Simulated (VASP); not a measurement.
The system is CsPbBr3.

```
Cs Pb Br
1.0
     8.24400    0.00000    0.00000
     0.00000   11.73510    0.00000
     0.00000    0.00000    8.19820
Cs Pb Br
4 4 12
Direct
  0.53100 0.25000 0.00702
  0.96900 0.75000 0.50702
  0.03100 0.25000 0.49298
  0.46900 0.75000 0.99298
  0.00000 0.50000 0.00000
  0.50000 0.50000 0.50000
  0.50000 0.00000 0.50000
  0.00000 0.00000 0.00000
  0.29347 0.47611 0.20607
  0.20653 0.52389 0.70607
  0.79347 0.02389 0.29393
  0.70653 0.97611 0.79393
  0.70653 0.52389 0.79393
  0.79347 0.47611 0.29393
  0.20653 0.97611 0.70607
  0.29347 0.02389 0.20607
  0.00370 0.75000 0.04550
  0.49630 0.25000 0.54550
  0.50370 0.75000 0.45450
  0.99630 0.25000 0.95450
```

| Quantity | Value |
| --- | --- |
| Program | VASP 6.6.1 |
| Task | relaxation of cell and atoms |
| Functional | PBE |
| Potentials or basis | VASP PAW PBE potentials, release 64 (Cs_sv, Pb, Br) |
| Cutoff | 300 eV |
| k mesh | 2 × 2 × 2 |
| Occupations | gaussian, width 0.03 eV |
| Spin | no spin polarisation |

At the start: pressure 1.4 GPa; volume 39.66 Å³/atom.

**Question.** How do energy, volume and symmetry change on relaxing?

**Answer.** Over 26 steps the energy falls by 13.8 meV/atom and the volume is 41.68 Å³/atom (+5.1 %); space group Pnma (No. 62, to 0.05 Å).

The path:
| step | energy change (eV) | largest force (eV/Å) | pressure (GPa) | volume (Å³) |
| --- | --- | --- | --- | --- |
| 1 | 0.0000 | 0.0840 | 1.42 | 793.13 |
| 2 | -0.2054 | 0.0518 | 0.22 | 834.13 |
| 3 | -0.2117 | 0.0478 | -0.02 | 843.57 |
| 4 | -0.2116 | 0.0481 | 0.01 | 842.54 |
| 5 | -0.2129 | 0.0478 | 0.01 | 842.43 |
| 6 | -0.2166 | 0.0463 | 0.01 | 842.12 |
| 7 | -0.2236 | 0.0428 | 0.01 | 841.48 |
| 8 | -0.2357 | 0.0335 | 0.01 | 840.22 |
| 9 | -0.2497 | 0.0414 | 0.02 | 837.67 |
| 10 | -0.2539 | 0.0291 | -0.04 | 839.51 |
| 11 | -0.2540 | 0.0274 | -0.06 | 839.87 |
| 12 | -0.2554 | 0.0315 | 0.06 | 834.67 |
| 13 | -0.2555 | 0.0281 | 0.03 | 835.80 |
| 14 | -0.2588 | 0.0242 | 0.03 | 835.45 |
| 15 | -0.2613 | 0.0269 | 0.01 | 834.70 |
| 16 | -0.2634 | 0.0266 | -0.01 | 835.12 |
| 17 | -0.2649 | 0.0335 | -0.05 | 835.91 |
| 18 | -0.2665 | 0.0259 | 0.01 | 833.35 |
| 19 | -0.2668 | 0.0204 | 0.05 | 831.47 |
| 20 | -0.2685 | 0.0175 | 0.03 | 832.01 |
| 21 | -0.2702 | 0.0363 | -0.01 | 833.45 |
| 22 | -0.2721 | 0.0304 | -0.01 | 833.39 |
| 23 | -0.2738 | 0.0187 | -0.01 | 833.26 |
| 24 | -0.2746 | 0.0080 | 0.02 | 831.82 |
| 25 | -0.2746 | 0.0093 | 0.02 | 832.05 |
| 26 | -0.2750 | 0.0090 | -0.02 | 833.61 |

Final structure:
```
Cs Pb Br
1.0
     8.54283    0.00000    0.00000
     0.00000   11.91799    0.00000
     0.00000    0.00000    8.18766
Cs Pb Br
4 4 12
Direct
  0.56189 0.25000 0.01759
  0.93811 0.75000 0.51759
  0.06189 0.25000 0.48241
  0.43811 0.75000 0.98241
  0.00000 0.50000 0.00000
  0.50000 0.50000 0.50000
  0.50000 0.00000 0.50000
  0.00000 0.00000 0.00000
  0.29781 0.46395 0.19830
  0.20219 0.53605 0.69830
  0.79781 0.03605 0.30170
  0.70219 0.96395 0.80170
  0.70219 0.53605 0.80170
  0.79781 0.46395 0.30170
  0.20219 0.96395 0.69830
  0.29781 0.03605 0.19830
  0.01255 0.75000 0.06945
  0.48745 0.25000 0.56945
  0.51255 0.75000 0.43055
  0.98745 0.25000 0.93055
```
